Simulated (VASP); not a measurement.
Write the native input for VASP 6.6.1 that does the following.

- Task: relaxation of cell and atoms
- Functional: PBE
- Potentials or basis: VASP PAW PBE potentials, release 64 (Li_sv, Mg)
- Cutoff: 600 eV
- k mesh: 8 × 8 × 8
- Occupations: gaussian, width 0.1 eV
- Spin: no spin polarisation
- Dipole correction: no
- Further INCAR settings: ALGO = Normal; EDIFF = 1e-06; IBRION = 2; EDIFFG = -0.01; NSW = 100; ISIF = 3

The structure of LiMg4 lies in POSCAR:

```
LiMg4
1.0
   -3.2015764058      3.2015764058      3.2015764058
    3.2015764058     -3.2015764058      3.2015764058
    3.2015764058      3.2015764058     -3.2015764058
Li Mg
1 4
Direct
    0.0000000000      0.0000000000      0.0000000000
    0.5000000000      0.5000000000      0.5000000000
    0.0000000000      0.0000000000      0.5000000000
    0.0000000000      0.5000000000      0.0000000000
    0.5000000000      0.0000000000      0.0000000000
```

The cell was built by a generator and needn't be a form met in nature.

The cell isn't the ideal one: random cell by space group and Wyckoff sites (Im-3m, No. 229).

The input as run:

INCAR

```
PREC = Accurate ; ENCUT = 600
EDIFF = 1E-6 ; ISMEAR = 0
SIGMA = 0.1 ; LREAL = False
LASPH = True ; NELM = 80
ALGO = Normal ; ISIF = 3
LWAVE = False ; LCHARG = False
GGA = PE ; IBRION = 2
NSW = 100 ; EDIFFG = -0.01
```

KPOINTS

```
regular mesh
0
Gamma
  8 8 8
```

Potentials or basis: VASP PAW PBE potentials, release 64 (Li_sv, Mg).

Run with:

```sh
$ cat potpaw_PBE.64/Li_sv/POTCAR potpaw_PBE.64/Mg/POTCAR > POTCAR
$ mpirun -np 1 vasp_std > vasp.out
```

It gave:

The relaxed volume is 25.96 Å³/atom, the relaxed cell is a = 5.525 Å, b = 5.525 Å, c = 5.525 Å, α = 109.47°, β = 109.47°, γ = 109.47° and the space group after relaxing (to 0.05 Å) is Im-3m (No. 229). The energy gained by relaxing is 0.2 meV/atom, the ionic steps are 3 and the pressure after relaxing is 0.0 GPa. The band gap on the k mesh is none (metal or under the smearing width).

Caveat: the cutoff is under 1.25 times the usual one of these potentials, so pressure, stress and relaxed cells hold a basis-set (Pulay) error.

Run time: 74 s on 1 thread of Intel(R) Xeon(R) Platinum 8559C (Emerald Rapids), with other jobs on the host, peak memory 0.35 GiB.
